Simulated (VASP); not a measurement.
Input of a VASP 6.6.1 run:

File INCAR:

```
  PREC = Accurate
  ENCUT = 520
  EDIFF = 1E-6
  ISMEAR = 0
  SIGMA = 0.1
  LREAL = F
  LASPH = T
  NELM = 150
  ALGO = Normal
  ISIF = 2
  LWAVE = F
  LCHARG = F
  METAGGA = R2SCAN
  LMIXTAU = T
  NBANDS = 20
  KPAR = 4
```

KPOINTS

```
Automatic mesh
0
Gamma
  8 8 8
```

Contents of POSCAR:

```
Si2Sb2Te                                
1.0
    2.0273193669      1.1704733806      8.6116278676
   -2.0273193669      1.1704733806      8.6116278676
    0.0000000000     -2.3409467611      8.6116278676
  Si              Sb              Te            
     2     2     1
Direct
     0.5979016216424096    0.5979016216424096    0.5979016216424096
     0.4020983783575905    0.4020983783575905    0.4020983783575905
     0.2111443654831278    0.2111443654831278    0.2111443654831278
     0.7888556345168722    0.7888556345168722    0.7888556345168722
     0.0000000000000000    0.0000000000000000    0.0000000000000000
```

Potentials or basis: VASP PAW PBE potentials, release 64 (Si, Sb, Te).

Run with:

```bash
$ cat potpaw_PBE.64/Si/POTCAR potpaw_PBE.64/Sb/POTCAR potpaw_PBE.64/Te/POTCAR > POTCAR
$ mpirun -np 4 vasp_std > vasp.out
```

Q: Predict the band gap on the k mesh.

A: None (metal or under the smearing width).

Q: Estimate the pressure.

A: -1.0 GPa.

Q: What does it give for the largest force?

A: 0.179 eV/Å.

Stress tensor (GPa, compression positive):
```
-1.13  0.00  0.00
 0.00 -1.13  0.00
 0.00  0.00 -0.72
```

Caveat: the PAW data sets were made with another functional, which shifts forces and pressure a little. Spin-orbit coupling is left out, which matters for the levels of Sb, Te.
